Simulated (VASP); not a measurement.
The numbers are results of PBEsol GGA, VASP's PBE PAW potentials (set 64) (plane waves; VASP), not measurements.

The input files of a VASP run:

**INCAR**
```
# general
SYSTEM   =  Eu
PREC     =  Accurate
ENCUT    =  400
LREAL    =  .FALSE.
LASPH    =  .TRUE.

# electronic loop
EDIFF    =  1E-6
NELM     =  100
ALGO     =  Normal
LMAXMIX  =  6

# smearing
ISMEAR   =  1
SIGMA    =  0.1

# functional
GGA      =  PS

# ions
IBRION   =  2
NSW      =  60
ISIF     =  3
EDIFFG   =  -0.01

# output
LWAVE    =  .FALSE.
LCHARG   =  .FALSE.
```

**KPOINTS**
```
Automatic mesh
0
Gamma
9 9 9
0 0 0
```

File POSCAR:
```
Eu
1.0
  3.7998250000   0.0000000000   0.0000000000
  0.0000000000   3.7998250000   0.0000000000
  0.0000000000   0.0000000000   3.7998250000
Eu
1
Cart
  0.0000000000   0.0000000000   0.0000000000
```

POTCAR, in this order: Eu_2 (PBE.64 set). Program: vasp_std.

The 4f electrons are frozen in the core of the lanthanide potential, so 4f levels, which can set the real gap, and their magnetism are missing. Energy and stress use the plane-wave basis of the starting cell.

Problem. Estimate the energy per atom (σ→0), volume per atom.

Solution. 
```yaml
energy per atom (σ→0): -179.3 kJ/mol of atoms
volume_per_atom: 36.33 Å³/atom
```

### OSZICAR
```
...
   5 F= -.18582531E+01 E0= -.18583814E+01  d E =-.200069E+00
       N       E                     dE             d eps       ncg     rms          rms(c)
DAV:   1    -0.186044975791E+01   -0.21966E-02   -0.49443E-02   568   0.241E+00    0.204E-01
DAV:   2    -0.185890773988E+01    0.15420E-02   -0.18810E-03   840   0.483E-01    0.109E-01
DAV:   3    -0.185828109722E+01    0.62664E-03   -0.19784E-03   840   0.443E-01    0.495E-02
DAV:   4    -0.185828281912E+01   -0.17219E-05   -0.25977E-05   632   0.420E-02    0.160E-02
DAV:   5    -0.185828349846E+01   -0.67935E-06   -0.46042E-06   792   0.227E-02
   6 F= -.18582835E+01 E0= -.18584090E+01  d E =-.200100E+00
```

The structure was generated: Eu was put into the simple-cubic type (Pm-3m), which need not be its known phase. This run relaxes it. Symmetry was kept, so distortions that lower it aren't found.
